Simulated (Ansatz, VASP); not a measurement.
**Two plane-wave programs on Sb2Au**

INCAR

```
  PREC = Accurate
  ENCUT = 520
  EDIFF = 1E-7
  ISMEAR = -1
  SIGMA = 0.1
  LREAL = F
  LASPH = T
  NELM = 60
  ALGO = Normal
  ISIF = 2
  LWAVE = F
  LCHARG = T
  GGA = CA
  LELF = T
  LVHAR = T
  NBANDS = 18
```

File KPOINTS:

```
regular mesh
0
Gamma
  6 6 6
```

The input POSCAR:

```
Sb2Au
1.0
    0.0000000000      3.4092025586      3.4092025586
    3.4092025586      0.0000000000      3.4092025586
    3.4092025586      3.4092025586      0.0000000000
Sb Au
2 1
Direct
    0.2500000000      0.2500000000      0.2500000000
    0.7500000000      0.7500000000      0.7500000000
    0.0000000000      0.0000000000      0.0000000000
```

Input for Ansatz:

```yaml
crystal:
  lattice:
    - [0.0, 3.409202558558395, 3.409202558558395]
    - [3.409202558558395, 0.0, 3.409202558558395]
    - [3.409202558558395, 3.409202558558395, 0.0]
  atoms:
    - { symbol: Sb, position: [0.25, 0.25, 0.25] }
    - { symbol: Sb, position: [0.75, 0.75, 0.75] }
    - { symbol: Au, position: [0.0, 0.0, 0.0] }
basis:
  ecutwfc: 500.0
kpoints:
  mp_grid:
    grid: [6, 6, 6]
hamiltonian:
  xc: lda
scf:
  occupations:
    method: fermi_dirac
    width: 0.1
output:
  stress: true
```

Alike in both runs: task single point; functional LDA; k mesh 6 × 6 × 6; occupations fermi-dirac, width 0.1 eV; no spin polarisation.

|  | VASP | Ansatz |
| --- | --- | --- |
| version | VASP 6.6.1 | Ansatz 0.2.0 |
| potentials or method | VASP PAW LDA potentials, release 64 (Sb, Au) | plane waves, PAW |
| plane-wave cutoff (eV) | 520 | 500 |
| valence electrons in the cell | 21 | 49 |

|  | VASP | Ansatz | Ansatz less VASP |
| --- | --- | --- | --- |
| pressure (GPa) | -3.2 | -3.3 | -0.13 |

The two sets of potentials don't hold the same shells in valence.

Spin-orbit coupling is left out, which matters for the levels of Au, Sb.
